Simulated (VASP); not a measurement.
Computed with PBEsol GGA, VASP's PBE PAW potentials (set 64) (plane waves; VASP).

The input files of a VASP run:

**INCAR**
```
SYSTEM = P
PREC = Accurate
ENCUT = 520
EDIFF = 1E-7
NELM = 100
ALGO = Normal
LREAL = .FALSE.
LASPH = .TRUE.
ISMEAR = 1
SIGMA = 0.1
GGA = PS
LWAVE = .FALSE.
LCHARG = .FALSE.
ISIF = 4
IBRION = 2
NSW = 30
EDIFFG = -0.01
```

File KPOINTS:
```
Automatic mesh
0
Gamma
10 10 7
0 0 0
```

POSCAR:
```
P
1
    1.6916349835    -5.2250906412     0.0000000000
    1.6916349835     5.2250906412     0.0000000000
    0.0000000000     0.0000000000     4.2806112224
P
4
Direct
  0.1055734316   0.8944265684   0.9268483723
  0.3944265684   0.6055734316   0.4268483723
  0.6055734316   0.3944265684   0.5731516277
  0.8944265684   0.1055734316   0.0731516277
```

POTCAR, in this order: P (PBE.64 set). Program: vasp_std.

What VASP printed:

File OSZICAR:
```
       N       E                     dE             d eps       ncg     rms          rms(c)
DAV:   1     0.618108645334E+02    0.61811E+02   -0.84704E+03  3472   0.122E+03
DAV:   2    -0.190039302237E+02   -0.80815E+02   -0.78322E+02  4558   0.173E+02
DAV:   3    -0.230794367576E+02   -0.40755E+01   -0.40391E+01  4656   0.419E+01
DAV:   4    -0.231336163866E+02   -0.54180E-01   -0.54133E-01  4382   0.567E+00
DAV:   5    -0.231347842682E+02   -0.11679E-02   -0.11675E-02  4838   0.737E-01    0.920E+00
DAV:   6    -0.230349657106E+02    0.99819E-01   -0.43029E-02  4264   0.131E+00    0.539E+00
DAV:   7    -0.229871725989E+02    0.47793E-01   -0.78773E-02  4528   0.179E+00    0.173E-01
DAV:   8    -0.229870949976E+02    0.77601E-04   -0.67861E-03  4114   0.586E-01    0.130E-01
DAV:   9    -0.229871218462E+02   -0.26849E-04   -0.24912E-04  4828   0.115E-01    0.642E-02
DAV:  10    -0.229871196613E+02    0.21849E-05   -0.46339E-05  4210   0.418E-02    0.205E-02
DAV:  11    -0.229871206903E+02   -0.10290E-05   -0.48543E-06  4606   0.178E-02    0.987E-03
DAV:  12    -0.229871207685E+02   -0.78206E-07   -0.29257E-07  3722   0.375E-03
   1 F= -.22987121E+02 E0= -.22987150E+02  d E =-.229871E+02
       N       E                     dE             d eps       ncg     rms          rms(c)
DAV:   1    -0.230129543593E+02   -0.25834E-01   -0.14830E+00  3472   0.698E+00    0.700E-01
DAV:   2    -0.230214117761E+02   -0.84574E-02   -0.97396E-02  4678   0.211E+00    0.228E-01
DAV:   3    -0.230206844347E+02    0.72734E-03   -0.16158E-03  4264   0.313E-01    0.165E-01
DAV:   4    -0.230204431827E+02    0.24125E-03   -0.14417E-03  4390   0.229E-01    0.368E-02
DAV:   5    -0.230204455445E+02   -0.23617E-05   -0.26286E-04  4128   0.110E-01    0.387E-02
DAV:   6    -0.230204466324E+02   -0.10879E-05   -0.10468E-05  4564   0.222E-02    0.178E-02
DAV:   7    -0.230204461077E+02    0.52463E-06   -0.12065E-06  4468   0.770E-03    0.115E-02
DAV:   8    -0.230204460564E+02    0.51297E-07   -0.25080E-07  3174   0.315E-03
   2 F= -.23020446E+02 E0= -.23020481E+02  d E =-.333253E-01
       N       E                     dE             d eps       ncg     rms          rms(c)
DAV:   1    -0.230243079158E+02   -0.38618E-02   -0.86352E-01  3472   0.533E+00    0.530E-01
DAV:   2    -0.230291573286E+02   -0.48494E-02   -0.55951E-02  4684   0.161E+00    0.186E-01
DAV:   3    -0.230287160862E+02    0.44124E-03   -0.96435E-04  4264   0.240E-01    0.137E-01
DAV:   4    -0.230285685688E+02    0.14752E-03   -0.90273E-04  4402   0.180E-01    0.292E-02
DAV:   5    -0.230285699825E+02   -0.14136E-05   -0.16340E-04  4098   0.868E-02    0.314E-02
DAV:   6    -0.230285707193E+02   -0.73682E-06   -0.64896E-06  4552   0.175E-02    0.140E-02
DAV:   7    -0.230285703946E+02    0.32471E-06   -0.72387E-07  4354   0.601E-03    0.913E-03
DAV:   8    -0.230285703565E+02    0.38099E-07   -0.13732E-07  2402   0.242E-03
   3 F= -.23028570E+02 E0= -.23028589E+02  d E =-.414496E-01
       N       E                     dE             d eps       ncg     rms          rms(c)
DAV:   1    -0.230400654974E+02   -0.11495E-01   -0.53320E-01  3658   0.423E+00    0.471E-01
DAV:   2    -0.230381950488E+02    0.18704E-02   -0.32311E-02  4618   0.126E+00    0.198E-01
DAV:   3    -0.230370104053E+02    0.11846E-02   -0.34345E-03  4420   0.366E-01    0.917E-02
DAV:   4    -0.230369015217E+02    0.10888E-03   -0.62216E-04  4558   0.154E-01    0.321E-02
DAV:   5    -0.230368945405E+02    0.69812E-05   -0.24909E-05  4220   0.352E-02    0.149E-02
DAV:   6    -0.230368945924E+02   -0.51936E-07   -0.33313E-06  4716   0.122E-02    0.400E-03
DAV:   7    -0.230368945174E+02    0.75079E-07   -0.21738E-07  2762   0.319E-03
   4 F= -.23036895E+02 E0= -.23036848E+02  d E =-.832416E-02
       N       E                     dE             d eps       ncg     rms          rms(c)
DAV:   1    -0.230370668746E+02   -0.17228E-03   -0.90243E-03  3652   0.550E-01    0.598E-02
DAV:   2    -0.230370357447E+02    0.31130E-04   -0.54548E-04  4630   0.164E-01    0.261E-02
DAV:   3    -0.230370157023E+02    0.20042E-04   -0.58872E-05  4428   0.478E-02    0.120E-02
DAV:   4    -0.230370139852E+02    0.17170E-05   -0.10441E-05  4516   0.199E-02    0.420E-03
DAV:   5    -0.230370138554E+02    0.12983E-06   -0.39611E-07  4056   0.445E-03    0.190E-03
DAV:   6    -0.230370138470E+02    0.83899E-08   -0.52736E-08  2318   0.164E-03
   5 F= -.23037014E+02 E0= -.23036957E+02  d E =-.844349E-02
       N       E                     dE             d eps       ncg     rms          rms(c)
DAV:   1    -0.230402645487E+02   -0.32507E-02   -0.18087E-01  3694   0.258E+00    0.409E-01
DAV:   2    -0.230387190550E+02    0.15455E-02   -0.11430E-02  4648   0.762E-01    0.145E-01
DAV:   3    -0.230376724882E+02    0.10466E-02   -0.16167E-03  4174   0.264E-01    0.643E-02
DAV:   4    -0.230375471097E+02    0.12538E-03   -0.61654E-04  4552   0.153E-01    0.147E-02
DAV:   5    -0.230375470000E+02    0.10969E-06   -0.49875E-05  4276   0.502E-02    0.168E-02
DAV:   6    -0.230375471055E+02   -0.10556E-06   -0.36230E-06  4504   0.129E-02    0.670E-03
DAV:   7    -0.230375469834E+02    0.12214E-06   -0.49747E-07  3982   0.511E-03    0.296E-03
DAV:   8    -0.230375469604E+02    0.23038E-07   -0.50232E-08  2252   0.175E-03
   6 F= -.23037547E+02 E0= -.23037570E+02  d E =-.533113E-03
       N       E                     dE             d eps       ncg     rms          rms(c)
DAV:   1    -0.230381938406E+02   -0.64686E-03   -0.24359E-02  3676   0.949E-01    0.150E-01
DAV:   2    -0.230379856055E+02    0.20824E-03   -0.15424E-03  4642   0.280E-01    0.532E-02
DAV:   3    -0.230378443846E+02    0.14122E-03   -0.21713E-04  4144   0.968E-02    0.236E-02
DAV:   4    -0.230378275877E+02    0.16797E-04   -0.83490E-05  4540   0.563E-02    0.540E-03
DAV:   5    -0.230378276861E+02   -0.98319E-07   -0.67195E-06  4276   0.185E-02    0.621E-03
DAV:   6    -0.230378277156E+02   -0.29502E-07   -0.50167E-07  4252   0.479E-03
   7 F= -.23037828E+02 E0= -.23037842E+02  d E =-.813869E-03
```

**OUTCAR**
```
------------------------ aborting loop because EDIFF is reached ----------------------------------------
  FORCE on cell =-STRESS in cart. coord.  units (eV):
  Direction    XX          YY          ZZ          XY          YZ          ZX
  --------------------------------------------------------------------------------------
  Total       -0.4556690     -0.4534646     -0.4669630      0.0000000      0.0000000      0.0000000
  in kB       -9.6476995     -9.6010263     -9.8868237      0.0000000      0.0000000      0.0000000
  external PRESSURE =      -9.7118498 kB  Pullay stress =       0.0000000 kB
  volume of cell :       75.67
      direct lattice vectors                 reciprocal lattice vectors
     1.653791188 -5.282315113 -0.000000000     0.302335630 -0.094655466  0.000000000
     1.653791188  5.282315113  0.000000000     0.302335630  0.094655466 -0.000000000
     0.000000000  0.000000000  4.331130740     0.000000000 -0.000000000  0.230886588
 POSITION                                       TOTAL-FORCE (eV/Angst)
 -----------------------------------------------------------------------------------
      1.65379      4.20771      3.99195         0.000000     -0.000703     -0.000049
      1.65379      1.07461      1.82638         0.000000      0.000703     -0.000049
      1.65379     -1.07461      2.50475         0.000000     -0.000703      0.000049
      1.65379     -4.20771      0.33918         0.000000      0.000703      0.000049
 -----------------------------------------------------------------------------------
    total drift:                               -0.000000      0.000000     -0.000000
  FREE ENERGIE OF THE ION-ELECTRON SYSTEM (eV)
  ---------------------------------------------------
  free  energy   TOTEN  =       -23.0378277156 eV

  energy  without entropy=      -23.0378690919  energy(sigma->0) =      -23.03784151

 reached required accuracy - stopping structural energy minimisation
```
(Selected blocks of OUTCAR.)

File CONTCAR:
```
P
   1.00000000000000
     1.6537911877341955   -5.2823151134689379   -0.0000000000000000
     1.6537911877341955    5.2823151134689379    0.0000000000000000
     0.0000000000000000    0.0000000000000000    4.3311307404801367
  P
     4
Direct
     0.1017174718152214    0.8982825281847786    0.9216870804152357
     0.3982825281847786    0.6017174718152214    0.4216870804152357
     0.6017174718152214    0.3982825281847786    0.5783129195847643
     0.8982825281847786    0.1017174718152214    0.0783129195847643
```

Without a dispersion term in the relaxation, distances and binding between the weakly bound layers, chains or molecules are unreliable, and so is what depends on them.

The compound is P in the black structure. This cell is one point of a volume scan, at 1.06 of the reference volume. Symmetry was kept, so distortions that lower it aren't found.
